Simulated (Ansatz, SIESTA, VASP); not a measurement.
**Code comparison for HgTe (P3_221, 6 atoms in the cell)**

Self-consistent single point.

```xyz
6
Lattice="4.5827 0.0000 0.0000 -2.2914 3.9688 0.0000 0.0000 0.0000 10.2290" Properties=species:S:1:pos:R:3 pbc="T T T"
Hg     1.5772     2.7318     0.0000
Hg     1.4283     0.0000     6.8193
Hg    -0.7142     1.2370     3.4097
Te     1.1771     2.0388     5.1145
Te     2.2285     0.0000     1.7048
Te    -1.1142     1.9299     8.5241
```

Shared settings, as Ansatz (an electronic-structure program) writes them: kpoints.mp_grid.grid = 5 5 2; magnetization.spin_orbit = true; scf.occupations.method = fermi_dirac; scf.occupations.width = 0.01 eV. Potentials and cutoffs stand in the table.

```
code                                                                                                                                                               model  pressure (GPa)  largest force (eV/Å)  gap on the mesh (eV)       cutoff
------  ----------------------------------------------------------------------------------------------------------------------------------------------------------------  --------------  --------------------  --------------------  -----------
SIESTA  GGA PBEsol with spin-orbit coupling, numerical atomic orbitals DZP, PseudoDojo PBEsol fully relativistic norm-conserving potentials (rewritten from UPF to PSML)               –                 0.619                 0.836  grid 300 Ry
VASP                                                                                                     PBEsol, spin-orbit coupling, VASP's PBE PAW potentials (set 64)            0.38                 0.366                 0.700       300 eV
Ansatz                                                                                                  PBEsol with spin-orbit coupling, default PAW files made with PBE            0.25                 0.288                 0.720       420 eV
```

Size of the force on each atom (eV/Å): Sizes of forces hide their directions.

```csv
code,Hg1,Hg2,Hg3,Te4,Te5,Te6
SIESTA,0.194,0.194,0.194,0.619,0.619,0.619
VASP,0.080,0.080,0.080,0.366,0.366,0.366
Ansatz,0.075,0.075,0.075,0.288,0.288,0.288
```

A dash marks a value that a program does not give, or that is left out as unsure.

Gaps are read on the mesh.

The spread over the programs that give each value: pressure within 0.13 GPa; largest force within 0.331 eV/Å; gap on the mesh within 0.136 eV.

SIESTA uses small atom-centred bases, whose incompleteness enters pressures, forces and empty levels differently from a plane-wave cutoff. Ansatz's pressure is given at a fixed set of plane waves, as the other plane-wave codes print theirs; with its correction for the finite basis it is 0.29 GPa. In the gap, SIESTA (by 0.125) lies more than 0.12 eV from the median of the plane-wave programs. In the force vectors, SIESTA (by 0.292) lies more than 0.08 eV/Å from the median of the plane-wave programs.

VASP's run is marked for a possible Pulay error in its stress at this cutoff; no cutoff test was made.

The starting cell comes from a database of computed structures (which also holds hypothetical and non-ambient phases and stackings), without a prior relaxation at this level. Its lattice was rescaled by a random factor within 2.5 % of one.

Keys are those of Ansatz 0.2.
